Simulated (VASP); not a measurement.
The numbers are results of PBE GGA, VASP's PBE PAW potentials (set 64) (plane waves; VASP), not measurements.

VASP ran on this input.

POSCAR:
```
Si2Au
1
   -1.6360050000     1.6360050000     4.0041920000
    1.6360050000    -1.6360050000     4.0041920000
    1.6360050000     1.6360050000    -4.0041920000
Au Si
1 2
Direct
 -0.0032540000   0.0015260000   0.0012570000
  0.3298510000   0.3248320000  -0.0136930000
  0.6734030000   0.6736420000   0.0124360000
```

File KPOINTS:
```
Automatic
0
G
 11 11 11
```

### INCAR
```
# general
SYSTEM =Si2Au
PREC   =Accurate
ENCUT  =300
LREAL  =.FALSE.   # projection in real space or not
LASPH  =.TRUE.   # aspherical one-centre terms

# electronic loop
EDIFF  =1E-6
NELM   =100
ALGO   =Normal   # blocked Davidson
LMAXMIX=6

# smearing
ISMEAR =-1   # Fermi-Dirac
SIGMA  =0.05   # width (eV)

# functional
GGA    =PE   # PBE

# ions
ISIF   =2   # forces and stress, cell fixed

# output
LWAVE  =.FALSE.
LCHARG =.FALSE.
```

POTCAR, in this order: Au Si (PBE.64 set). Program: vasp_std.

Output

OUTCAR:
```
 ion  position               nearest neighbor table
   1  0.997  0.002  0.001-   2 2.63   2 2.64   3 2.65   3 2.66   3 2.67   2 2.68   2 2.69   3 2.69
                             2 2.69   3 2.70
   2  0.330  0.325  0.986-   3 2.62   1 2.63   1 2.64   3 2.66   3 2.67   1 2.68   3 2.68   1 2.69
                             1 2.69   3 2.72
   3  0.673  0.674  0.012-   2 2.62   1 2.65   1 2.66   2 2.66   2 2.67   1 2.67   2 2.68   1 2.69
                             1 2.70   2 2.72
  LATTYP: Found a body centered tetragonal cell.
 ALAT       =     3.2720100000
 C/A-ratio  =     2.4475426420
 Subroutine PRICEL returns:
 Original cell was already a primitive cell.
 Subroutine GETGRP returns: Found  1 space group operations
The static configuration has the point symmetry C_1 .
The dynamic configuration has the point symmetry C_1 .
 Subroutine INISYM returns: Found  1 space group operations
 Subroutine IBZKPT returns following result:
 Found    666 irreducible k-points:

 Following reciprocal coordinates:
            Coordinates               Weight
  0.000000  0.000000  0.000000      1.000000
  0.090909  0.000000 -0.000000      2.000000
  0.000000  0.090909 -0.000000      2.000000
  0.000000  0.090909 -0.090909      2.000000
  0.090909  0.000000 -0.090909      2.000000
  0.181818  0.000000 -0.000000      2.000000
  0.000000  0.181818 -0.000000      2.000000
  0.000000  0.181818 -0.181818      2.000000
  0.181818  0.000000 -0.181818      2.000000
  0.272727  0.000000 -0.000000      2.000000
  0.000000  0.272727 -0.000000      2.000000
  0.000000  0.272727 -0.272727      2.000000
  0.272727  0.000000 -0.272727      2.000000
  0.363636  0.000000 -0.000000      2.000000
  0.000000  0.363636 -0.000000      2.000000
  0.000000  0.363636 -0.363636      2.000000
  0.363636  0.000000 -0.363636      2.000000
  0.454545  0.000000 -0.000000      2.000000
  0.000000  0.454545 -0.000000      2.000000
  0.000000  0.454545 -0.454545      2.000000
  0.454545  0.000000 -0.454545      2.000000
  0.090909  0.090909 -0.000000      2.000000
  0.000000  0.181818 -0.090909      2.000000
  0.090909  0.090909 -0.181818      2.000000
  0.181818  0.000000 -0.090909      2.000000
  0.181818  0.090909 -0.000000      2.000000
  0.000000  0.272727 -0.090909      2.000000
  0.090909  0.181818 -0.272727      2.000000
  0.272727  0.000000 -0.181818      2.000000
 -0.181818 -0.090909  0.272727      2.000000
 -0.000000 -0.272727  0.181818      2.000000
 -0.090909 -0.181818  0.000000      2.000000
 -0.272727 -0.000000  0.090909      2.000000
  0.272727  0.090909 -0.000000      2.000000
  0.000000  0.363636 -0.090909      2.000000
  0.090909  0.272727 -0.363636      2.000000
  0.363636  0.000000 -0.272727      2.000000
 -0.272727 -0.090909  0.363636      2.000000
 -0.000000 -0.363636  0.272727      2.000000
 -0.090909 -0.272727  0.000000      2.000000
   k-points           NKPTS =    666   k-points in BZ     NKDIM =    666   number of bands    NBANDS=     13
   number of dos      NEDOS =    301   number of ions     NIONS =      3
   total plane-waves  NPLWV =  21952
   dimension x,y,z NGX =    28 NGY =   28 NGZ =   28
   dimension x,y,z NGXF=    56 NGYF=   56 NGZF=   56
   ions per type =               1   2
   PREC   = accura    normal or accurate (medium, high low for compatibility)
   ISTART =      0    job   : 0-new  1-cont  2-samecut
   ICHARG =      2    charge: 1-file 2-atom 10-const
   ISPIN  =      1    spin polarized calculation?
   LNONCOLLINEAR =      F non collinear calculations
   LSORBIT =      F    spin-orbit coupling
   INIWAV =      1    electr: 0-lowe 1-rand  2-diag
   ENCUT  =  300.0 eV  22.05 Ry    4.70 a.u.   6.53  6.53  6.53*2*pi/ulx,y,z
...
```

### OSZICAR
```
       N       E                     dE             d eps       ncg     rms          rms(c)
DAV:   1     0.419883611113E+02    0.41988E+02   -0.61862E+03 19477   0.792E+02
DAV:   2    -0.121205990615E+02   -0.54109E+02   -0.51831E+02 20898   0.171E+02
DAV:   3    -0.134600519839E+02   -0.13395E+01   -0.13150E+01 21137   0.250E+01
DAV:   4    -0.134693286653E+02   -0.92767E-02   -0.92699E-02 19474   0.236E+00
DAV:   5    -0.134694255284E+02   -0.96863E-04   -0.96854E-04 21446   0.204E-01    0.151E+01
DAV:   6    -0.122003883571E+02    0.12690E+01   -0.85982E+00 18571   0.323E+01    0.129E+01
DAV:   7    -0.121015562388E+02    0.98832E-01   -0.58329E-01 17941   0.926E+00    0.673E+00
DAV:   8    -0.120820888225E+02    0.19467E-01   -0.68670E-02 19991   0.223E+00    0.610E-01
DAV:   9    -0.120774571811E+02    0.46316E-02   -0.14677E-02 19951   0.152E+00    0.223E-01
DAV:  10    -0.120774984376E+02   -0.41257E-04   -0.16016E-03 20551   0.362E-01    0.135E-01
DAV:  11    -0.120774535472E+02    0.44890E-04   -0.11356E-04 18916   0.127E-01    0.271E-02
DAV:  12    -0.120774509138E+02    0.26335E-05   -0.78534E-06 20541   0.205E-02    0.989E-03
DAV:  13    -0.120774497000E+02    0.12138E-05   -0.21439E-06 12042   0.173E-02    0.350E-03
DAV:  14    -0.120774495767E+02    0.12329E-06   -0.34709E-07  9443   0.416E-03
   1 F= -.12077450E+02 E0= -.12071742E+02  d E =-.114157E-01
```

File OUTCAR:
```
------------------------ aborting loop because EDIFF is reached ----------------------------------------
  FORCE on cell =-STRESS in cart. coord.  units (eV):
  Direction    XX          YY          ZZ          XY          YZ          ZX
  --------------------------------------------------------------------------------------
  Total        6.9073410      6.9250524      6.2763227      0.0352726     -0.0594972     -0.0945160
  in kB      258.1530988    258.8150379    234.5695910      1.3182704     -2.2236311     -3.5324136
  external PRESSURE =     250.5125759 kB  Pullay stress =       0.0000000 kB
  volume of cell :       42.87
      direct lattice vectors                 reciprocal lattice vectors
    -1.636005000  1.636005000  4.004192000     0.000000000  0.305622538  0.124869137
     1.636005000 -1.636005000  4.004192000     0.305622538  0.000000000  0.124869137
     1.636005000  1.636005000 -4.004192000     0.305622538  0.305622538  0.000000000
 POSITION                                       TOTAL-FORCE (eV/Angst)
 -----------------------------------------------------------------------------------
     -1.62613      1.63024      3.99224        -0.056221      0.024773      0.112288
      1.60539      1.62181     -1.32789         0.159856      0.073687     -0.798369
      0.02074      0.01995      5.34403        -0.103635     -0.098459      0.686081
 -----------------------------------------------------------------------------------
    total drift:                               -0.000066      0.000028     -0.000010
  FREE ENERGIE OF THE ION-ELECTRON SYSTEM (eV)
  ---------------------------------------------------
  free  energy   TOTEN  =       -12.0774495767 eV

  energy  without entropy=      -12.0660338598  energy(sigma->0) =      -12.07174172
```
(Selected blocks of OUTCAR.)

At this cut-off the stress carries a Pulay error, which pulls relaxed volumes low.

The structure was generated: Si2Au was put into an ordered model structure, which need not be its known phase. The cell was not relaxed at this level, atoms are displaced from their ideal sites. The electron count is odd and the run is not spin-polarised, which forces a metal.
